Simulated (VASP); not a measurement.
A run of VASP 6.6.1:

The input INCAR:

```
SYSTEM = CdHClO
PREC = Accurate
ENCUT = 520
EDIFF = 1E-7
ISMEAR = 0
SIGMA = 0.1
LREAL = .FALSE.
LASPH = .TRUE.
NELM = 80
ALGO = Normal
ISIF = 2
LWAVE = .FALSE.
LCHARG = .TRUE.
GGA = PE
LELF = .TRUE.
LVHAR = .TRUE.
NBANDS = 36
```

KPOINTS

```
Automatic mesh
0
G
  3 3 3
  0 0 0
```

The input POSCAR:

```
CdHClO
1.0
    5.2309330000     -0.0588550000      0.4600770000
   -0.1997570000      4.6046700000      0.2826910000
   -0.2242200000     -0.6972670000      5.0192240000
Cd O Cl H
2 2 2 2
Direct
    0.2097183219      0.2277072711      0.3153883205
    0.9417996302      0.6847203670      0.9825041413
    0.6807993558      0.1626415393      0.0621399992
    0.0198458459      0.7311836515      0.4806227706
    0.6616433431      0.2863941634      0.6252821279
    0.4230248393      0.7802966541      0.6569613469
    0.7646971960      0.9586036386      0.3510436647
    0.5102052383      0.8183977414      0.0490176626
```

Potentials or basis: VASP PAW PBE potentials, release 64 (Cd, O, Cl, H).

The run is started by

```console
$ cat potpaw_PBE.64/Cd/POTCAR potpaw_PBE.64/O/POTCAR potpaw_PBE.64/Cl/POTCAR potpaw_PBE.64/H/POTCAR > POTCAR
$ mpirun -np 1 vasp_std > vasp.out
```

Hardware: 1 thread of Intel(R) Xeon(R) Platinum 8259CL CPU @ 2.50GHz (Skylake/Cascade Lake) (shared host).

How long does it take, and how much memory?

Run time: 66 s on 1 thread of Intel(R) Xeon(R) Platinum 8259CL CPU @ 2.50GHz (Skylake/Cascade Lake), on a shared host, peak memory 0.25 GiB. Counts: scf iterations 19, k points 14.
